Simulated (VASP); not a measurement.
Input of a VASP 6.6.1 run:

POSCAR

```
InPd
1.0
    3.2718847800      0.0000000000      0.0000000000
    0.0000000000      3.2718847800      0.0000000000
    0.0000000000      0.0000000000      3.2718847800
In Pd
1 1
Direct
    0.0000000000      0.0000000000      0.0000000000
    0.5000000000      0.5000000000      0.5000000000
```

File INCAR.step1:

```
  ALGO = Normal
  EDIFF = 1E-4
  ENCUT = 520
  GGA = PE
  ISMEAR = 0
  LASPH = T
  LCHARG = F
  LREAL = F
  LWAVE = T
  NBANDS = 18
  NELM = 60
  PREC = Accurate
  SIGMA = 0.1
```

INCAR.step2

```
  ALGO = Normal
  EDIFF = 1E-6
  ENCUT = 520
  ISIF = 2
  ISMEAR = 0
  ISTART = 1
  LASPH = T
  LCHARG = F
  LMIXTAU = T
  LREAL = F
  LWAVE = F
  METAGGA = R2SCAN
  NBANDS = 18
  NELM = 60
  PREC = Accurate
  SIGMA = 0.1
```

KPOINTS

```
k-points
0
Gamma
  6 6 6
```

Potentials or basis: VASP PAW PBE potentials, release 64 (In_d, Pd).

Run with:

```bash
$ cat potpaw_PBE.64/In_d/POTCAR potpaw_PBE.64/Pd/POTCAR > POTCAR
$ cp INCAR.step1 INCAR
$ mpirun -np 1 vasp_std > vasp.out
$ cp INCAR.step2 INCAR
$ mpirun -np 1 vasp_std > vasp.out
```

(1) Predict the pressure.

(2) Estimate the band gap on the k mesh.

## Answers

(1) 0.2 GPa.

(2) none (metal or under the smearing width).

Caveat: the PAW data sets were made with another functional, which shifts forces and pressure a little.
